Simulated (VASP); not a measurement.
CdO (rock salt): the band gap from VASP (plane waves, PAW) at several levels of theory. Gaps are without spin-orbit coupling. Each level names its cell: its own relaxed one, PBE's, or the starting one. A gap is the smallest over the k-mesh and a band path; hybrids may have named points in place of the path, and GW has the mesh alone. mBJ is a potential without an energy functional, so only the levels count.

```json
[
 {"level": "LDA (own cell)", "band gap (eV)": "0 (metallic)"},
 {"level": "PBE (own cell)", "band gap (eV)": "0 (metallic)"},
 {"level": "PBEsol (own cell)", "band gap (eV)": "0 (metallic)"},
 {"level": "mBJ (TB09) (PBE cell)", "band gap (eV)": "1.32"},
 {"level": "HSE06 (PBE cell)", "band gap (eV)": "0.76"},
 {"level": "HSEsol (PBE cell)", "band gap (eV)": "0.66"},
 {"level": "PBE0 (PBE cell)", "band gap (eV)": "1.39"},
 {"level": "B3LYP (PBE cell)", "band gap (eV)": "1.13"}
]
```

The cell of the LDA (own cell) run:

```
CELL_PARAMETERS angstrom
      0.00000     2.32744     2.32744
      2.32744     0.00000     2.32744
      2.32744     2.32744     0.00000
ATOMIC_POSITIONS crystal
  Cd 0.00000 0.00000 0.00000
  O  0.50000 0.50000 0.50000
```

Only levels that ran to the end are used. Left out are those held back, those with too coarse a band path, GW runs whose mesh misses a band edge, hybrids' fits of cells that aren't cubic and levels without matching references; a question may draw on a part of the rest.

The compound is CdO in the rock salt structure.
